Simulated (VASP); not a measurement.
These are TPSS meta-GGA, VASP's PBE PAW potentials (set 64) (plane waves; VASP) values and carry that method's errors.

Input for VASP

**INCAR**
```
! general
SYSTEM  = GaN
PREC    = Accurate
ENCUT   = 520   ! plane-wave cut-off (eV)
LREAL   = .False.
LASPH   = .True.

! electronic loop
EDIFF   = 1E-6   ! SCF stop (eV)
NELM    = 100   ! most electronic steps
ALGO    = Normal
LMAXMIX = 4
LMIXTAU = .True.

! smearing
ISMEAR  = 0   ! Gaussian
SIGMA   = 0.05   ! width (eV)

! functional
METAGGA = TPSS

! ions
IBRION  = 2
NSW     = 60   ! most ionic steps
ISIF    = 3
EDIFFG  = -0.02   ! ionic stop

! output
LWAVE   = .False.
LCHARG  = .False.
```

File POSCAR:
```
GaN
1
    1.5912219442    -2.7560772156     0.0000000000
    1.5912219442     2.7560772156     0.0000000000
    0.0000000000     0.0000000000     5.1801024123
Ga N
2 2
Direct
  0.6666670000   0.3333330000   0.5000334008
  0.3333330000   0.6666670000   0.0000334008
  0.6666670000   0.3333330000   0.8769665992
  0.3333330000   0.6666670000   0.3769665992
```

File KPOINTS:
```
Automatic
0
Gamma
7 7 4
0 0 0
```

POTCAR, in this order: Ga_d N (PBE.64 set). Program: vasp_std.

Question: What will the output report for the number of irreducible k-points (NKPTS), largest plane-wave count, number of space-group operations, FFT grid (NGX, NGY, NGZ)?

Answer: 
```
Quantity                                       Value
--------------------------------------  ------------
number of irreducible k-points (NKPTS)            24
largest plane-wave count                        1237
number of space-group operations                  12
FFT grid (NGX, NGY, NGZ)                24 × 24 × 40
```

The compound is GaN in the wurtzite structure. This run relaxes it. Symmetry was kept, so distortions that lower it aren't found. The start is the result of an earlier pass.
